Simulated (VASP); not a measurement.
Here is the system:

```
ZrS2
1.0
    1.79896    -3.11589     0.00000
    1.79896     3.11589     0.00000
    0.00000     0.00000     5.64307
Zr S
1 2
Cartesian
  0.00000   0.00000   0.00000
  1.79896   1.03863   1.45124
  1.79896  -1.03863   4.19183
```

These are LDA (Ceperley-Alder, Perdew-Zunger), VASP's LDA PAW potentials (set 64) (plane waves; VASP 6.6.1) values and carry that method's errors. Run with 520 eV cut-off, 10×10×5 Γ-centred mesh, tetrahedra with Blöchl corrections, potentials Zr_sv S.

**Question.** The job: ZrS₂ (1T layered), 3 atoms, LDA, static run, 520 eV, 10×10×5 Γ-centred mesh. Roughly how much core time does it take on a busy server core?

**Answer.** About 50 core-seconds (one run on a shared machine, a rough figure). It had 58 irreducible k-points, 16 bands, up to 1743 plane waves and 14 electronic steps.

The compound is ZrS2 in the 1T layered structure. It was relaxed first, which changed the volume by -6 %.
